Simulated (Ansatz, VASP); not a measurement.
# H146C36O37 in two plane-wave programs

Aim: how closely do two programs agree when they are given the same cell, functional and k mesh? Of the first pair: The structure shown is the start of the Ansatz relaxation below; VASP solves that cell, so the two are compared at the walk's first step.

Program: Ansatz 0.2.0. Level of theory: plane waves, with VASP 6.6.1 beside it; single point at PBE with D3(BJ). Results are calculated unless marked as measured.

### Step 1. Starting point

The cell holds 219 atoms: 36 C, 37 O and 146 H. Its edges and angles: a = 13.386 Å, b = 13.386 Å, c = 13.386 Å, α = 90.0°, β = 90.0°, γ = 90.0°.

### Step 2. Ansatz: relaxation, PBE with D3(BJ)

Ansatz runs on its default PAW (the set named soft_2) files.

The two programs are compared at the cell with which this relaxation starts, whose forces are those of its first step.

Input file input.yaml:

```yaml
crystal:
  lattice:
    - [13.38629, 0.0, 0.0]
    - [0.0, 13.38629, 0.0]
    - [0.0, 0.0, 13.38629]
  atoms:
    - { symbol: C, position: [0.96098, 0.27853, 0.56079] }
    - { symbol: C, position: [0.01545, 0.26457, 0.65605] }
    - { symbol: O, position: [0.11228, 0.3102, 0.64357] }
    - { symbol: C, position: [0.10959, 0.40695, 0.69222] }
    - { symbol: C, position: [0.20616, 0.4612, 0.67731] }
    - { symbol: H, position: [0.01103, 0.24703, 0.50103] }
    - { symbol: H, position: [0.95388, 0.35727, 0.5491] }
    - { symbol: H, position: [0.88916, 0.23917, 0.5688] }
    - { symbol: H, position: [0.98205, 0.28941, 0.72311] }
    - { symbol: H, position: [0.02841, 0.18322, 0.66858] }
    - { symbol: H, position: [0.04471, 0.45487, 0.66221] }
    - { symbol: H, position: [0.09525, 0.39421, 0.77427] }
    - { symbol: H, position: [0.20121, 0.53227, 0.71462] }
    - { symbol: H, position: [0.27376, 0.42378, 0.70562] }
    - { symbol: H, position: [0.22621, 0.4669, 0.59874] }
    - { symbol: C, position: [0.80499, 0.42047, 0.84511] }
    - { symbol: C, position: [0.75022, 0.4742, 0.7618] }
    - { symbol: O, position: [0.80515, 0.55112, 0.7165] }
    - { symbol: C, position: [0.74098, 0.62317, 0.66598] }
    - { symbol: C, position: [0.72241, 0.71127, 0.73458] }
    - { symbol: H, position: [0.76425, 0.36298, 0.87938] }
    - { symbol: H, position: [0.82441, 0.47441, 0.90385] }
    - { symbol: H, position: [0.87216, 0.38306, 0.82089] }
    - { symbol: H, position: [0.72798, 0.42034, 0.70893] }
    - { symbol: H, position: [0.68314, 0.50369, 0.78739] }
    - { symbol: H, position: [0.77917, 0.64836, 0.59936] }
    - { symbol: H, position: [0.67377, 0.58436, 0.64269] }
    - { symbol: H, position: [0.68436, 0.67652, 0.7999] }
    - { symbol: H, position: [0.79268, 0.73576, 0.76886] }
    - { symbol: H, position: [0.68062, 0.77536, 0.70823] }
[... 183 atom lines left out ...]
    - { symbol: O, position: [0.17207, 0.75423, 0.66697] }
    - { symbol: H, position: [0.16547, 0.82863, 0.66828] }
    - { symbol: H, position: [0.13503, 0.72493, 0.72485] }
    - { symbol: O, position: [0.23465, 0.27882, 0.04883] }
    - { symbol: H, position: [0.18051, 0.23967, 0.08224] }
    - { symbol: H, position: [0.26928, 0.32157, 0.09936] }
kpoints:
  mp_grid: { grid: [1, 1, 1] }
hamiltonian:
  xc: pbe
  dispersion: d3bj
scf:
  occupations: { method: gaussian, width: 0.05 }
output:
  forces: true
relax:
  f_tol: 0.06
  max_steps: 150
```

Started as:

```
$ ansatz run input.yaml --threads 4 --pin off --max-ram 8192MiB --backend cpu --events-out ev --progress --plain --runs-dir out
```

Numbers of over 12 decimals in the logs are rounded to 6 here.

Output:

```text
Engine: ansatz 0.2.0, aarch64-unknown-linux-gnu
Pseudopotentials: kind: paw
Pseudopotential: C, paw, valence charge 4, recommended cutoff 420 eV (normal), C.paw.azcp
Pseudopotential: O, paw, valence charge 6, recommended cutoff 420 eV (normal), O.paw.azcp
Pseudopotential: H, paw, valence charge 1, recommended cutoff 420 eV (normal), H.paw.azcp
Functional definition: PBE
  parameter kappa = 0.804
  parameter beta = 0.066725
  exchange = pbe_x(kappa = kappa, mu = beta*pi^2/3)
  correlation = pbe_c(beta = beta)
Crystal: 219 atoms, lattice volume = 2398.726 Å³
Basis set: ecut = 420 eV, 46897 PW (Γ), exchange–correlation on 180×180×180 points (8 copies of the dense FFT grid, shifted against one another)
Bands: 475, of which v1, the nominal top of the filled ones, is band 256 counted from 1 (255 counted from 0)
Symmetry: 1 space group operations
Space group: P1 (ITA 1), of the structure as read, at distance tolerance 1.3e-4 Å
k-points: 1
Non-local potential: C, projectors of the file, l = 0: 2, l = 1: 2, l = 2: 1
Non-local potential: O, projectors of the file, l = 0: 2, l = 1: 2, l = 2: 1
Non-local potential: H, projectors of the file, l = 0: 2, l = 1: 1
PAW form: soft (Blöchl's): semilocal exchange-correlation on the pseudo side does not see the compensation charge
PAW one-centre angular grid: C, 110 points (default); XC on 64 Gauss nodes
PAW one-centre angular grid: O, 110 points (default); XC on 64 Gauss nodes
PAW one-centre angular grid: H, 110 points (default); XC on 64 Gauss nodes
Initial density: superposition of atomic densities (neutral atoms: chi_scale 0, normalization atom), corrected by the library's trained network
Initial wavefunctions: pseudopotential atomic-orbital guess
Functional: x = pbe(κ = 0.804, μ = 0.219515), c = pbe(β = 0.066725)
SCF iter   1: F=—  HF=-32373.956845 eV  |F-HF|=—  |Δ(HF+E_count)|=         —  Δρ=3.63e-3  dr2=5.64e-1  ethr=1.77e-3  ⟨swp⟩=6.0  Hψ=2213  notcnv=0  defer=72
preconditioner: auto → Resta (q_TF=auto, 2.109 Å⁻¹)  ε∞=2.1  [insulator: Δε(μ)=4.501 eV  Ē_g=16.310 eV  σ=0.050 eV  W_gap=1.00  n_scr=388 (ndim 8)  ℏωp=17.1 eV  f_vac=0.307  D(μ)=0.00/eV (n_scr^D=0)  ε∞_Penn≈2.1]
SCF iter   2: F=—  HF=-32373.824031 eV  |F-HF|=—  |Δ(HF+E_count)|=   1.33e-1  Δρ=1.77e-3  dr2=1.23e-1  ethr=1.10e-4  ⟨swp⟩=3.0  Hψ=802  notcnv=0  defer=214
SCF iter   3: F=—  HF=-32373.808291 eV  |F-HF|=—  |Δ(HF+E_count)|=   1.57e-2  Δρ=8.33e-4  dr2=2.27e-2  ethr=2.40e-5  ⟨swp⟩=2.0  Hψ=448  notcnv=0  defer=214
SCF iter   4: F=—  HF=-32373.806950 eV  |F-HF|=—  |Δ(HF+E_count)|=   1.34e-3  Δρ=4.25e-4  dr2=4.42e-3  ethr=4.43e-6  ⟨swp⟩=2.0  Hψ=724  notcnv=0  defer=214
SCF iter   5: F=—  HF=-32373.806192 eV  |F-HF|=—  |Δ(HF+E_count)|=   7.59e-4  Δρ=1.13e-4  dr2=3.65e-4  ethr=8.63e-7  ⟨swp⟩=2.0  Hψ=796  notcnv=0  defer=212
SCF iter   6: F=—  HF=-32373.806089 eV  |F-HF|=—  |Δ(HF+E_count)|=   1.02e-4  Δρ=4.49e-5  dr2=4.47e-5  ethr=7.13e-8  ⟨swp⟩=2.0  Hψ=513  notcnv=0  defer=212
SCF iter   7: F=-32373.806067 eV  HF=-32373.806074 eV  |F-HF|=7.80e-6  |Δ(HF+E_count)|=   1.48e-5  Δρ=2.13e-5  dr2=9.30e-6  ethr=8.73e-9  ⟨swp⟩=4.0  Hψ=1127  notcnv=0
SCF 1 converged in 7 iterations: F = -32373.806067 eV  dr2 = 9.30e-6
  greatest PAW one-centre occupation: 0.864 electrons in one spin orbital (limit 2), on the O atom at site 107 (counted from 0), in its partial waves of l = 0
relax step   1: F+E_penalty+E_count = -32373.80606661 eV  Δ(F+E_penalty+E_count) = +0.000e0 eV  max|allowed force component| = 2.568e0 eV/Å  Δτ_max = 0.0000 Å  (7 SCF iters, dr2 threshold 9.00e-5 eV, accepted)
Initial density: handed on by an earlier stage of this run
Initial wavefunctions: those handed on with the density
iter 1 solved again at ethr=3.30e-4 eV; its pass at ethr=3.10e-3 eV (dr2=1.69e0 eV) is discarded
SCF iter   1: F=—  HF=-32379.534272 eV  |F-HF|=—  |Δ(HF+E_count)|=         —  Δρ=1.36e-2  dr2=1.71e0  ethr=3.30e-4  ⟨swp⟩=1.0  Hψ=1656  notcnv=0  defer=212
preconditioner: auto → Resta (q_TF=auto, 2.109 Å⁻¹)  ε∞=2.1  [insulator: Δε(μ)=4.220 eV  Ē_g=16.372 eV  σ=0.050 eV  W_gap=1.00  n_scr=388 (ndim 8)  ℏωp=17.1 eV  f_vac=0.311  D(μ)=0.00/eV (n_scr^D=0)  ε∞_Penn≈2.1]
SCF iter   2: F=—  HF=-32379.333921 eV  |F-HF|=—  |Δ(HF+E_count)|=   2.00e-1  Δρ=6.41e-3  dr2=3.11e-1  ethr=3.30e-4  ⟨swp⟩=2.0  Hψ=526  notcnv=0  defer=212
SCF iter   3: F=—  HF=-32379.360484 eV  |F-HF|=—  |Δ(HF+E_count)|=   2.66e-2  Δρ=1.96e-3  dr2=5.45e-2  ethr=6.08e-5  ⟨swp⟩=2.0  Hψ=525  notcnv=0  defer=212
SCF iter   4: F=—  HF=-32379.355428 eV  |F-HF|=—  |Δ(HF+E_count)|=   5.06e-3  Δρ=4.87e-4  dr2=4.40e-3  ethr=1.06e-5  ⟨swp⟩=2.0  Hψ=803  notcnv=0  defer=212
SCF iter   5: F=—  HF=-32379.355630 eV  |F-HF|=—  |Δ(HF+E_count)|=   2.02e-4  Δρ=1.33e-4  dr2=5.37e-4  ethr=8.59e-7  ⟨swp⟩=2.0  Hψ=519  notcnv=0  defer=212
[...]
- { symbol: H, position: [0.654298, 0.316708, 0.328288] }
    - { symbol: H, position: [0.763528, 0.370375, 0.472176] }
    - { symbol: H, position: [0.675682, 0.464840, 0.503310] }
    - { symbol: H, position: [0.740885, 0.290100, 0.626296] }
    - { symbol: H, position: [0.653024, 0.383197, 0.663558] }
    - { symbol: H, position: [0.605693, 0.158514, 0.641842] }
    - { symbol: H, position: [0.624906, 0.222653, 0.756718] }
    - { symbol: H, position: [0.519748, 0.251950, 0.681571] }
    - { symbol: C, position: [0.580318, 0.058021, 0.348545] }
    - { symbol: C, position: [0.555270, 0.948247, 0.363727] }
    - { symbol: O, position: [0.592725, 0.885558, 0.284623] }
    - { symbol: C, position: [0.529186, 0.884861, 0.197788] }
    - { symbol: C, position: [0.579215, 0.824290, 0.116371] }
    - { symbol: H, position: [0.661357, 0.068628, 0.341796] }
    - { symbol: H, position: [0.553988, 0.102078, 0.412608] }
    - { symbol: H, position: [0.544431, 0.088679, 0.281472] }
    - { symbol: H, position: [0.590921, 0.919905, 0.432100] }
    - { symbol: H, position: [0.474050, 0.937247, 0.371192] }
    - { symbol: H, position: [0.455952, 0.853008, 0.218384] }
    - { symbol: H, position: [0.516986, 0.962288, 0.172478] }
    - { symbol: H, position: [0.588539, 0.746052, 0.138952] }
    - { symbol: H, position: [0.533161, 0.825325, 1.048490] }
    - { symbol: H, position: [0.652772, 0.855540, 0.097853] }
    - { symbol: O, position: [0.311687, 0.843936, 0.384812] }
    - { symbol: H, position: [0.248333, 0.808392, 0.395270] }
    - { symbol: H, position: [0.361281, 0.799260, 0.416739] }
    - { symbol: O, position: [0.811413, 0.599500, 0.369203] }
    - { symbol: H, position: [0.852033, 0.629431, 0.422048] }
    - { symbol: H, position: [0.746759, 0.634251, 0.371244] }
    - { symbol: O, position: [0.457649, 0.515373, 0.705715] }
    - { symbol: H, position: [0.445802, 0.472273, 0.646720] }
    - { symbol: H, position: [0.419569, 0.576944, 0.692851] }
    - { symbol: O, position: [0.198785, 0.420054, 0.335634] }
[...]
- { symbol: O, position: [0.399924, 0.417459, 0.873212] }
[...]
- { symbol: O, position: [0.479708, 0.469675, 0.076312] }
[...]
- { symbol: O, position: [0.092008, 0.607636, 0.870044] }
[...]
- { symbol: O, position: [0.293138, 0.256890, 0.521984] }
[...]
- { symbol: O, position: [0.435816, 0.394429, 0.537287] }
[...]
- { symbol: O, position: [1.001809, 0.674661, 0.707193] }
[...]
- { symbol: O, position: [0.183268, 0.191119, 0.357553] }
[...]
- { symbol: O, position: [0.370608, 0.522684, 0.396231] }
[...]
- { symbol: O, position: [0.437300, 0.701763, 0.474335] }
[...]
- { symbol: O, position: [0.363996, 0.706421, 0.668231] }
[...]
- { symbol: O, position: [0.321994, 0.366678, 0.168398] }
[...]
- { symbol: O, position: [0.615288, 0.694222, 0.362402] }
[...]
- { symbol: O, position: [0.191640, 0.433660, 0.884044] }
[...]
- { symbol: O, position: [0.334746, 0.211725, 0.890262] }
[...]
- { symbol: O, position: [0.200484, 0.154745, 0.751704] }
[...]
- { symbol: O, position: [0.115507, 0.795879, 0.451747] }
[...]
- { symbol: O, position: [-0.022255, 0.653037, 0.500262] }
[...]
- { symbol: O, position: [0.097217, 0.180775, 0.165705] }
[...]
- { symbol: O, position: [0.485607, 0.586690, 0.234744] }
[...]
- { symbol: O, position: [1.014416, 0.492185, 0.384116] }
[...]
- { symbol: O, position: [0.183154, 0.000349746, 0.444500] }
    - { symbol: H, position: [0.182062, 0.00458293, 0.518641] }
    - { symbol: H, position: [0.242890, 0.960027, 0.428249] }
    - { symbol: O, position: [0.154286, 0.991000, 0.648895] }
    - { symbol: H, position: [0.177677, 1.049988, 0.689307] }
    - { symbol: H, position: [0.080491, 0.993712, 0.649358] }
    - { symbol: O, position: [0.168872, 0.785882, 0.648324] }
    - { symbol: H, position: [0.168487, 0.858815, 0.662088] }
    - { symbol: H, position: [0.106995, 0.758066, 0.677627] }
    - { symbol: O, position: [0.204106, 0.288950, 0.029904] }
    - { symbol: H, position: [0.159153, 0.249015, 0.073167] }
    - { symbol: H, position: [0.249800, 0.320879, 0.080153] }
```

### Step 3. VASP: single point, PBE with D3(BJ), start cell, pair 1

The same cell, functional, mesh and smearing now go to VASP, with its own data sets.

Lines of VASP's logs that name or quote its potential files are left out, and so is its time.

Input file INCAR:

```
SYSTEM = H146C36O37
PREC = Accurate
ENCUT = 520
EDIFF = 1E-06
NELM = 120
ISMEAR = 0
SIGMA = 0.05
LREAL = Auto
ALGO = Normal
GGA = PE
IVDW = 12
NBANDS = 409
LORBIT = 11
LWAVE = .FALSE.
LCHARG = .FALSE.
ISIF = 2
LASPH = .TRUE.
GGA_COMPAT = .FALSE.
EFERMI = MIDGAP
```

Input file POSCAR:

```
H146C36O37
1.0
   13.3862900000      0.0000000000      0.0000000000
    0.0000000000     13.3862900000      0.0000000000
    0.0000000000      0.0000000000     13.3862900000
C O H
36 37 146
Direct
    0.9609832149      0.2785312435      0.5607901816
    0.0154486419      0.2645691973      0.6560518262
    0.1095897370      0.4069536817      0.6922231627
    0.2061586892      0.4612032161      0.6773123845
    0.8049877897      0.4204675082      0.8451109307
    0.7502228026      0.4742015898      0.7618018136
    0.7409820047      0.6231674347      0.6659798944
    0.7224107650      0.7112725034      0.7345799322
    0.7686222247      0.9494564962      0.5719284432
    0.8682913638      0.9931205734      0.5923597950
    0.8615605967      0.9695292721      0.7754799874
    0.8249634514      0.0766904049      0.7848926028
    0.1555994977      0.9100505069      0.1456490185
    0.1668124626      0.9432710632      0.0380463893
    0.1035537106      0.0609130685      0.9257307290
    0.0263777342      0.1417868580      0.9105510190
    0.8636074670      0.6952337055      0.0487214904
    0.9534381819      0.6678698878      0.1138777062
    0.0925125632      0.5540519442      0.1201229019
    0.1525217219      0.6289419996      0.1762773704
    0.8156927722      0.3532793627      0.1010063281
    0.8866310232      0.3420888088      0.1883568935
    0.8229614030      0.1866685990      0.2479925356
    0.8539782120      0.0872086291      0.2829163271
    0.4822770163      0.9942187118      0.7422818421
    0.3938283124      0.9486422302      0.7975025194
    0.3357987912      0.8016336117      0.8785107748
    0.3658071056      0.6938218132      0.8998684475
    0.6478120525      0.3892490003      0.3784767848
    0.6936499956      0.3504705187      0.4767564426
[... 183 atom lines left out ...]
    0.1737972209      0.9986411470      0.6960180902
    0.0573123696      0.9694396282      0.6746006548
    0.1654678033      0.8286313833      0.6682807559
    0.1350336800      0.7249282662      0.7248535629
    0.1805130473      0.2396705883      0.0822408599
    0.2692829753      0.3215678130      0.0993628556
```

Input file KPOINTS:

```
Automatic mesh
0
Gamma
1 1 1
0 0 0
```

Potentials, in the order of the species: C, O and H (PBE family, release 64).

Started as:

```
$ export OMP_NUM_THREADS=3
$ mpirun -np 1 vasp_gam
```

Output:

```text
[banner, memory and clock lines left out]
running    1 mpi-ranks, on    1 nodes
[...]
Offloading initialized ...    1 GPUs detected
[...]
LDA part: xc-table for (Slater+PW92), standard interpolation
 POSCAR, INCAR and KPOINTS ok, starting setup
[...]
entering main loop
       N       E                     dE             d eps       ncg     rms          rms(c)
DAV:   1     0.374071233980E+04    0.37407E+04   -0.25764E+05   842   0.113E+03
DAV:   2    -0.738851755585E+03   -0.44796E+04   -0.42403E+04  1019   0.275E+02
DAV:   3    -0.122288607646E+04   -0.48403E+03   -0.47999E+03  1028   0.928E+01
DAV:   4    -0.123382322061E+04   -0.10937E+02   -0.10900E+02  1052   0.156E+01
[...]
DAV:  20    -0.112121632111E+04    0.35312E-05   -0.11944E-05   940   0.702E-03    0.417E-03
DAV:  21    -0.112121631962E+04    0.14892E-05   -0.13344E-06   804   0.401E-03    0.178E-03
DAV:  22    -0.112121631941E+04    0.21780E-06   -0.14396E-06   852   0.228E-03
   1 F= -.11290736E+04 E0= -.11290736E+04  d E =0.000000E+00
```

From OUTCAR (step 3):

```text
  FREE ENERGIE OF THE ION-ELECTRON SYSTEM (eV)
  ---------------------------------------------------
  free  energy   TOTEN  =     -1129.0735809209 eV

  energy  without entropy=    -1129.0735809209  energy(sigma->0) =    -1129.07358092
```

The run ends at a pressure of -0.10 GPa, with forces up to 2.8 eV/Å.

### Step 4. Comparison

Known differences besides the potentials themselves: the cutoff is 420 eV in Ansatz and 520 eV in VASP (PREC = Accurate, projectors in real space). Total energies have different zeros and are not compared.

Forces on 9 of the 219 atoms, those with the largest forces and the largest differences (eV/Å; atoms numbered as in POSCAR):

| atom | Ansatz x, y, z | VASP x, y, z |
| --- | --- | --- |
| C2 | 1.709, -1.713, -0.999 | 1.609, -1.780, -0.973 |
| C10 | -1.267, -0.889, 2.227 | -1.277, -0.842, 2.121 |
| C16 | 0.319, -0.762, 2.568 | 0.301, -0.747, 2.552 |
| C28 | 1.770, 0.959, -1.493 | 1.763, 0.953, -1.481 |
| O40 | -0.783, -0.056, -1.343 | -0.854, 0.033, -1.257 |
| O41 | 0.744, -2.345, 1.059 | 0.800, -2.385, 0.932 |
| O44 | 1.456, -0.328, 0.081 | 1.303, -0.280, 0.062 |
| H97 | 1.994, -0.661, -1.873 | 1.997, -0.663, -1.876 |
| H141 | -1.240, -0.827, 2.023 | -1.246, -0.833, 2.030 |

The forces differ by 39 meV/Å r.m.s., which is 5.7 % of the r.m.s. force of 0.680 eV/Å (both taken over all components).

(Part 1 of 2 ends here.)

[Lines on the potential files, build, host, timing and source positions are cut from VASP's logs without a mark.]

[Logs are printed without paths, hosts, clocks, repeated set-up lines and the standing remarks that a program may print on its own settings, such as how far it seeks lower states.]

[Hosts, paths, dates, database ids (printed as entryN), source tags and the programs' standing remarks are cut or masked in the printed files.]
